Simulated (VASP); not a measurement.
MgO:

```
Mg O
1.0
     0.00000    2.10850    2.10850
     2.10850    0.00000    2.10850
     2.10850    2.10850    0.00000
Mg O
1 1
Direct
  0.00000 0.00000 0.00000
  0.50000 0.50000 0.50000
```

- Program: VASP 6.6.1
- Task: relaxation of cell and atoms
- Functional: LDA
- Potentials or basis: VASP PAW LDA potentials, release 64 (Mg, O)
- Cutoff: 600 eV
- k mesh: 12 × 12 × 12
- Occupations: gaussian, width 0.03 eV
- Spin: no spin polarisation

At the start: pressure -8.5 GPa; volume 9.37 Å³/atom.

Task: How do energy, volume and symmetry change on relaxing?

Result: Over 3 steps the energy falls by 13.4 meV/atom and the volume is 8.89 Å³/atom (-5.2 %); space group Fm-3m (No. 225, to 0.05 Å).

The path:
```csv
step,energy change (eV),largest force (eV/Å),pressure (GPa),volume (Å³)
1,0.0000,0.0000,-8.46,18.75
2,-0.0228,0.0000,3.67,17.44
3,-0.0267,0.0000,0.02,17.78
```

Final structure:
```xyz
2
Lattice="0.0000 2.0716 2.0716 2.0716 0.0000 2.0716 2.0716 2.0716 0.0000" Properties=species:S:1:pos:R:3 pbc="T T T"
Mg    0.0000    0.0000    0.0000
O     2.0716    2.0716    2.0716
```
